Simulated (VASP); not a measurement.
# InB3 (Pm-3m) in VASP: further runs

Runs on InB3. Level: PBE. Tasks: single point, relaxation of cell and atoms.

Program: VASP 6.6.1. These are calculated values, not measurements. Logs are shortened: lines on timing, memory, paths and dates and some standing lists are left out, and cuts for length are marked.

### 1 Starting point

It takes space group Pm-3m (No. 221, cubic). The conventional cell has a = 3.584 Å, b = 3.584 Å, c = 3.584 Å, α = 90.00°, β = 90.00°, γ = 90.00°. In (site symmetry m-3m) is surrounded by 12 B at 2.53 Å. B (site symmetry 4/mmm) is surrounded by 4 In at 2.53 Å and 8 B at 2.53 Å.

The cell was built by a generator and needn't be a form met in nature.

### 2 Single point, PBE (species swapped into the Pr3Sn type (Pm-3m, No. 221))

File INCAR:

```
ALGO = Normal
EDIFF = 1E-6
ENCUT = 520
GGA = PE
ISIF = 2
ISMEAR = 0
LASPH = True
LCHARG = False
LREAL = False
LWAVE = False
NBANDS = 19
NELM = 100
PREC = Accurate
SIGMA = 0.1
```

File KPOINTS:

```
k-points
0
Gamma
  14 14 14
```

File POSCAR:

```
InB3
1.0
    3.5840080802      0.0000000000      0.0000000000
    0.0000000000      3.5840080802      0.0000000000
    0.0000000000      0.0000000000      3.5840080802
In B
1 3
Direct
    0.0000000000      0.0000000000      0.0000000000
    0.0000000000      0.5000000000      0.5000000000
    0.5000000000      0.0000000000      0.5000000000
    0.5000000000      0.5000000000      0.0000000000
```

Potentials or basis: VASP PAW PBE potentials, release 64 (In_d, B).

Launch:

```
> cat potpaw_PBE.64/In_d/POTCAR potpaw_PBE.64/B/POTCAR > POTCAR
> mpirun -np 1 vasp_std > vasp.out
```

OUTCAR:

```text
EDIFF = 1E-6
   ENCUT = 520
   GGA = PE
   ISIF = 2
   ISMEAR = 0
   LASPH = True
   LREAL = False
   NELM = 100
   PREC = Accurate

 ion  position               nearest neighbor table
   1  0.000  0.000  0.000-   2 2.53   3 2.53   4 2.53   2 2.53   3 2.53   2 2.53   4 2.53   2 2.53
                             3 2.53   4 2.53   3 2.53   4 2.53
   2  0.000  0.500  0.500-   1 2.53   1 2.53   1 2.53   1 2.53
   3  0.500  0.000  0.500-   1 2.53   1 2.53   1 2.53   1 2.53
   4  0.500  0.500  0.000-   1 2.53   1 2.53   1 2.53   1 2.53

  LATTYP: Found a simple cubic cell.
 ALAT       =     3.5840080802

  Lattice vectors:

 A1 = (   3.5840080802,   0.0000000000,   0.0000000000)
 A2 = (   0.0000000000,   3.5840080802,   0.0000000000)
 A3 = (   0.0000000000,   0.0000000000,   3.5840080802)

Analysis of symmetry for initial positions (statically):
=====================================================================
 Subroutine PRICEL returns:
 Original cell was already a primitive cell.

 Routine SETGRP: Setting up the symmetry group for a
 simple cubic supercell.

 Subroutine GETGRP returns: Found 48 space group operations
 (whereof 48 operations were pure point group operations)
 out of a pool of 48 trial point group operations.

The static configuration has the point symmetry O_h .

Analysis of symmetry for dynamics (positions and initial velocities):
=====================================================================
 Subroutine PRICEL returns:
 Original cell was already a primitive cell.

 Routine SETGRP: Setting up the symmetry group for a
 simple cubic supercell.

 Subroutine GETGRP returns: Found 48 space group operations
 (whereof 48 operations were pure point group operations)
 out of a pool of 48 trial point group operations.

The dynamic configuration has the point symmetry O_h .

 Subroutine INISYM returns: Found 48 space group operations
 (whereof 48 operations are pure point group operations),
 and found     1 'primitive' translations

----------------------------------------------------------------------------------------

                                     Primitive cell

  volume of cell :      46.0370

  direct lattice vectors                    reciprocal lattice vectors
     3.584008080  0.000000000  0.000000000     0.279017228  0.000000000  0.000000000
     0.000000000  3.584008080  0.000000000     0.000000000  0.279017228  0.000000000
     0.000000000  0.000000000  3.584008080     0.000000000  0.000000000  0.279017228

  length of vectors
     3.584008080  3.584008080  3.584008080     0.279017228  0.279017228  0.279017228

  position of ions in fractional coordinates (direct lattice)
     0.000000000  0.000000000  0.000000000
     0.000000000  0.500000000  0.500000000
     0.500000000  0.000000000  0.500000000
     0.500000000  0.500000000  0.000000000

  ion indices of the primitive-cell ions
   primitive index   ion index
                 1           1
                 2           2
                 3           3
                 4           4

----------------------------------------------------------------------------------------

 KPOINTS: k-points

Automatic generation of k-mesh.
 Grid dimensions read from file:
 generate k-points for:   14   14   14

 Generating k-lattice:

  Cartesian coordinates                     Fractional coordinates (reciprocal lattice)
     0.019929802  0.000000000  0.000000000     0.071428571  0.000000000  0.000000000
     0.000000000  0.019929802  0.000000000     0.000000000  0.071428571  0.000000000
     0.000000000  0.000000000  0.019929802     0.000000000  0.000000000  0.071428571

  Length of vectors
     0.019929802  0.019929802  0.019929802

  Shift w.r.t. Gamma in fractional coordinates (k-lattice)
     0.000000000  0.000000000  0.000000000

 Subroutine IBZKPT returns following result:
 ===========================================

 Found    120 irreducible k-points:

 Following reciprocal coordinates:
            Coordinates               Weight
  0.000000  0.000000  0.000000      1.000000
  0.071429  0.000000  0.000000      6.000000
  0.142857  0.000000  0.000000      6.000000
  0.214286  0.000000  0.000000      6.000000
  0.285714  0.000000  0.000000      6.000000
  0.357143  0.000000  0.000000      6.000000
[... 16 lines left out ...]
  0.285714  0.214286  0.000000     24.000000
  0.357143  0.214286  0.000000     24.000000
 [... further k-points ...]
   k-points           NKPTS =    120   k-points in BZ     NKDIM =    120   number of bands    NBANDS=     19
   number of dos      NEDOS =    301   number of ions     NIONS =      4
   total plane-waves  NPLWV =  21952
   dimension x,y,z NGX =    28 NGY =   28 NGZ =   28
   dimension x,y,z NGXF=    56 NGYF=   56 NGZF=   56
   ions per type =               1   3
   NGX,Y,Z   is equivalent  to a cutoff of  12.99, 12.99, 12.99 a.u.
   NGXF,Y,Z  is equivalent  to a cutoff of  25.98, 25.98, 25.98 a.u.
 SYSTEM =  unknown system
   PREC   = accura    normal or accurate (medium, high low for compatibility)
   ISTART =      0    job   : 0-new  1-cont  2-samecut
   ICHARG =      2    charge: 1-file 2-atom 10-const
   ISPIN  =      1    spin polarized calculation?
   LNONCOLLINEAR =      F non collinear calculations
   LSORBIT =      F    spin-orbit coupling
   LASPH  =      T    aspherical Exc in radial PAW
   ENCUT  =  520.0 eV  38.22 Ry    6.18 a.u.   6.66  6.66  6.66*2*pi/ulx,y,z
   NELM   =    100;   NELMIN=  2; NELMDL= -5     # of ELM steps
   EDIFF  = 0.1E-05   stopping-criterion for ELM
   LREAL  =      F    real-space projection
   EDIFFG = 0.1E-04   stopping-criterion for IOM
   NSW    =      0    number of steps for IOM
   IBRION =     -1    ionic relax: 0-MD 1-quasi-New 2-CG
   NFREE  =      0    steps in history (QN), initial steepest desc. (CG)
   ISIF   =      2    stress and relaxation
   ISYM   =      2    0-nonsym 1-usesym 2-fastsym
   POTIM  = 0.5000    time-step for ionic-motion
   TEBEG  =    0.0;   TEEND  =   0.0 temperature during run
   PSTRESS=    0.0 pullay stress
   NELECT =      22.0000    total number of electrons
   NUPDOWN=      -1.0000    fix difference up-down
   EMIN   =  10.00;   EMAX   =-10.00  energy-range for DOS
   EFERMI =   0.00;   METHOD = LEGACY
   ISMEAR =     0;   SIGMA  =   0.10  broadening in eV -4-tet -1-fermi 0-gaus
   EFERMI_NEDOS =   21; number of points for ismear=-14 and -15
   IALGO  =     38    algorithm
   IMIX   =      4    mixing-type and parameters
     AMIX     =   0.40;   BMIX     =  1.00
     AMIX_MAG =   1.60;   BMIX_MAG =  1.00
  volume/ion in A,a.u.               =      11.51        77.67
  Fermi-wavevector in a.u.,A,eV,Ry     =   1.279912  2.418683 22.288717  1.638174
  Thomas-Fermi vector in A             =   2.412370
   LORBIT       =      0    0 simple, 1 ext, 2 COOP (PROOUT), +10 PAW based schemes
   GGA     = PE    functional components
   LHFCALC =     F    Hartree Fock is set to
   AEXX    =    0.0000 exact exchange contribution
   IVDW    =     0    specifies the selected vdW correction
   LEPSILON=     F    determine dielectric tensor
   LRPA    =     F    only Hartree local field effects (RPA)
 non-spin polarized calculation
 Gauss-broadening in eV      SIGMA  =   0.10
  energy-cutoff  :      520.00
  volume of cell :       46.04
 maximum number of plane-waves:      1261
 NGX is ok and might be reduce to    28
   NGX = 13   NGY = 13   NGZ = 13

 number of electron      21.9999986 magnetization

 Free energy of the ion-electron system (eV)
  ---------------------------------------------------
  ext. energy  EPLUGINS =         0.00000000
  ---------------------------------------------------
  free energy    TOTEN  =       -14.47389112 eV

  energy without entropy =      -14.46419727  energy(sigma->0) =      -14.46904419

 E-fermi :   7.9626     XC(G=0): -11.5421

 val. band max:        7.9585065453   @ k =   0.3571   0.2857   0.2143
 cond. band min:       7.9703822719   @ k =   0.2857   0.1429   0.1429
 fundamental gap:      0.0118757266
 Fermi energy:         7.9625581796

 k-point     1 :       0.0000    0.0000    0.0000
  band No.  band energies     occupation
      1      -6.9624      2.00000
      2      -6.9624      2.00000
      3      -6.6755      2.00000
      4      -6.6755      2.00000
      5      -6.6755      2.00000
      6      -5.3858      2.00000
[... 11 lines left out ...]
     18      13.5785      0.00000
     19      19.7264      0.00000

 k-point     2 :       0.0714    0.0000    0.0000
  band No.  band energies     occupation
      1      -6.9613      2.00000
      2      -6.9527      2.00000
      3      -6.6828      2.00000
      4      -6.6828      2.00000
      5      -6.6751      2.00000
      6      -5.3302      2.00000
[... 11 lines left out ...]
     18      13.4562      0.00000
     19      19.6765      0.00000

 k-point     3 :       0.1429    0.0000    0.0000
  band No.  band energies     occupation
      1      -6.9580      2.00000
      2      -6.9264      2.00000
      3      -6.7029      2.00000
      4      -6.7029      2.00000
      5      -6.6740      2.00000
      6      -5.1622      2.00000
[... 11 lines left out ...]
     18      13.2109      0.00000
     19      19.5141      0.00000

 k-point     4 :       0.2143    0.0000    0.0000
  band No.  band energies     occupation
      1      -6.9533      2.00000
      2      -6.8903      2.00000
      3      -6.7317      2.00000
      4      -6.7317      2.00000
      5      -6.6723      2.00000
      6      -4.8790      2.00000
[... 11 lines left out ...]
     18      13.0625      0.00000
     19      19.2301      0.00000

 k-point     5 :       0.2857    0.0000    0.0000
  band No.  band energies     occupation
      1      -6.9481      2.00000
      2      -6.8526      2.00000
      3      -6.7632      2.00000
      4      -6.7632      2.00000
      5      -6.6704      2.00000
      6      -4.4788      2.00000
[... 11 lines left out ...]
     18      13.0990      0.00000
     19      18.8220      0.00000

 k-point     6 :       0.3571    0.0000    0.0000
  band No.  band energies     occupation
      1      -6.9434      2.00000
      2      -6.8204      2.00000
      3      -6.7911      2.00000
      4      -6.7911      2.00000
      5      -6.6687      2.00000
      6      -3.9624      2.00000
[... 11 lines left out ...]
     18      13.8416      0.00000
     19      18.2839      0.00000

 k-point     7 :       0.4286    0.0000    0.0000
  band No.  band energies     occupation
      1      -6.9401      2.00000
      2      -6.8103      2.00000
      3      -6.8103      2.00000
      4      -6.7990      2.00000
      5      -6.6675      2.00000
      6      -3.3331      2.00000
[... 11 lines left out ...]
     18      15.1188      0.00000
     19      17.6152      0.00000

 k-point     8 :       0.5000    0.0000    0.0000
  band No.  band energies     occupation
      1      -6.9390      2.00000
      2      -6.8171      2.00000
      3      -6.8171      2.00000
      4      -6.7915      2.00000
      5      -6.6671      2.00000
      6      -2.6158      2.00000
[... 256 lines left out ...]
 k-point    20 :       0.4286    0.1429    0.0000
  band No.  band energies     occupation
      1      -6.9144      2.00000
      2      -6.8583      2.00000
      3      -6.8064      2.00000
      4      -6.7674      2.00000
      5      -6.6923      2.00000
      6      -3.1040      2.00000
[... 11 lines left out ...]
     18      14.9812      0.00000
     19      17.1373      0.00000

 k-point    21 :       0.5000    0.1429    0.0000
  band No.  band energies     occupation
      1      -6.9130      2.00000
      2      -6.8659      2.00000
      3      -6.8131      2.00000
      4      -6.7591      2.00000
      5      -6.6918      2.00000
      6      -2.3718      2.00000
[... 11 lines left out ...]
     18      15.2497      0.00000
     19      16.9548      0.00000

 k-point    22 :       0.2143    0.2143    0.0000
  band No.  band energies     occupation
      1      -6.9164      2.00000
      2      -6.8319      2.00000
      3      -6.8077      2.00000
      4      -6.7305      2.00000
      5      -6.7222      2.00000
      6      -4.3651      2.00000
[... 11 lines left out ...]
     18      13.5442      0.00000
     19      17.8345      0.00000

 k-point    23 :       0.2857    0.2143    0.0000
  band No.  band energies     occupation
      1      -6.9066      2.00000
      2      -6.8480      2.00000
      3      -6.7902      2.00000
      4      -6.7572      2.00000
      5      -6.7227      2.00000
      6      -3.9639      2.00000
[... 11 lines left out ...]
     18      13.5382      0.00000
     19      17.2491      0.00000

 k-point    24 :       0.3571    0.2143    0.0000
  band No.  band energies     occupation
      1      -6.9001      2.00000
      2      -6.8824      2.00000
      3      -6.7838      2.00000
      4      -6.7525      2.00000
      5      -6.7203      2.00000
      6      -3.4482      2.00000
[... 11 lines left out ...]
     18      14.2591      0.00000
     19      16.7275      0.00000

 [... further k-points ...]

------------------------ aborting loop because EDIFF is reached ----------------------------------------

  FORCE on cell =-STRESS in cart. coord.  units (eV):
  Direction    XX          YY          ZZ          XY          YZ          ZX
  --------------------------------------------------------------------------------------
  -------------------------------------------------------------------------------------
  Total       -0.0117246     -0.0117246     -0.0117246      0.0000000     -0.0000000     -0.0000000
  in kB       -0.4080402     -0.4080402     -0.4080402      0.0000000     -0.0000000     -0.0000000
  external PRESSURE =      -0.4080402 kB  Pullay stress =       0.0000000 kB

 VOLUME and BASIS-vectors are now :
 -----------------------------------------------------------------------------
  energy-cutoff  :      520.00
  volume of cell :       46.04
      direct lattice vectors                 reciprocal lattice vectors
     3.584008080  0.000000000  0.000000000     0.279017228  0.000000000  0.000000000
     0.000000000  3.584008080  0.000000000     0.000000000  0.279017228  0.000000000
     0.000000000  0.000000000  3.584008080     0.000000000  0.000000000  0.279017228

 POSITION                                       TOTAL-FORCE (eV/Angst)
 -----------------------------------------------------------------------------------
      0.00000      0.00000      0.00000         0.000000      0.000000      0.000000
      0.00000      1.79200      1.79200         0.000000      0.000000      0.000000
      1.79200      0.00000      1.79200         0.000000      0.000000      0.000000
      1.79200      1.79200      0.00000         0.000000      0.000000      0.000000
 -----------------------------------------------------------------------------------
    total drift:                               -0.000000     -0.000000     -0.000000

  FREE ENERGIE OF THE ION-ELECTRON SYSTEM (eV)
  ---------------------------------------------------
  free  energy   TOTEN  =       -14.4738911162 eV

  energy  without entropy=      -14.4641972681  energy(sigma->0) =      -14.46904419
```

Wall time 61 s (1 thread of Intel Xeon Platinum 8375C at 2.90GHz (Ice Lake), shared host); peak memory 0.23 GiB.

What came out:

```
Free energy            : -14.4739 eV
Pressure               : 0.0 GPa
Band gap on the k mesh : none (metal or under the smearing width)
```

### 3 Relaxation of cell and atoms, PBE (species swapped into the Pr3Sn type (Pm-3m, No. 221))

File INCAR:

```
  PREC = Accurate
  ENCUT = 600
  EDIFF = 1E-6
  ISMEAR = 0
  SIGMA = 0.1
  LREAL = F
  LASPH = T
  NELM = 80
  ALGO = Normal
  ISIF = 3
  LWAVE = F
  LCHARG = F
  GGA = PE
  IBRION = 2
  NSW = 100
  EDIFFG = -0.01
```

File KPOINTS:

```
Automatic mesh
0
Gamma
  14 14 14
```

File POSCAR:

```
InB3
1.0
    3.5780218145      0.0000000000      0.0000000000
    0.0000000000      3.5780218145      0.0000000000
    0.0000000000      0.0000000000      3.5780218145
In B
1 3
Direct
    0.0000000000      0.0000000000      0.0000000000
    0.0000000000      0.5000000000      0.5000000000
    0.5000000000      0.0000000000      0.5000000000
    0.5000000000      0.5000000000      0.0000000000
```

Potentials or basis: VASP PAW PBE potentials, release 64 (In_d, B).

Launch:

```
> cat potpaw_PBE.64/In_d/POTCAR potpaw_PBE.64/B/POTCAR > POTCAR
> mpirun -np 1 vasp_std > vasp.out
```

Run time: 88 s. Hardware: 1 thread of Intel Xeon Platinum 8375C at 2.90GHz (Ice Lake), shared host; peak memory 0.25 GiB.

The run converged. Its results:

| Item | Value |
| --- | --- |
| Free energy | -14.4750 eV |
| Relaxed volume | 11.52 Å³/atom |
| Relaxed cell | a = 3.585 Å, b = 3.585 Å, c = 3.585 Å, α = 90.00°, β = 90.00°, γ = 90.00° |
| Space group after relaxing (to 0.05 Å) | Pm-3m (No. 221) |
| Energy gained by relaxing | 0.1 meV/atom |
| Ionic steps | 2 |
| Pressure after relaxing | -0.1 GPa |
| Band gap on the k mesh | none (metal or under the smearing width) |

The path:
```csv
step,energy change (eV),largest force (eV/Å),pressure (GPa),volume (Å³)
1,0.0000,0.0000,0.54,45.81
2,-0.0004,0.0000,-0.07,46.06
```

Final structure:
```
In B
1.0
     3.58465    0.00000    0.00000
     0.00000    3.58465    0.00000
     0.00000    0.00000    3.58465
In B
1 3
Direct
  0.00000 0.00000 0.00000
  0.00000 0.50000 0.50000
  0.50000 0.00000 0.50000
  0.50000 0.50000 0.00000
```

Levels at points of the mesh, in eV from the Fermi level:
| k point | band 9 | band 10 | band 11 | band 12 | band 13 | band 14 |
| --- | --- | --- | --- | --- | --- | --- |
| (0.00, 0.00, 0.00) | -3.94 | -1.91 | -1.91 | 0.97 | 2.70 | 2.70 |
| (0.50, 0.00, 0.00) | -1.13 | -1.13 | -0.86 | -0.86 | 0.97 | 1.48 |
| (0.50, 0.50, 0.00) | -7.26 | 1.03 | 1.22 | 1.22 | 1.73 | 1.81 |
| (0.50, 0.50, 0.50) | -5.38 | -4.88 | -4.88 | -4.88 | -2.96 | 6.43 |

[end of part 1 of 2]
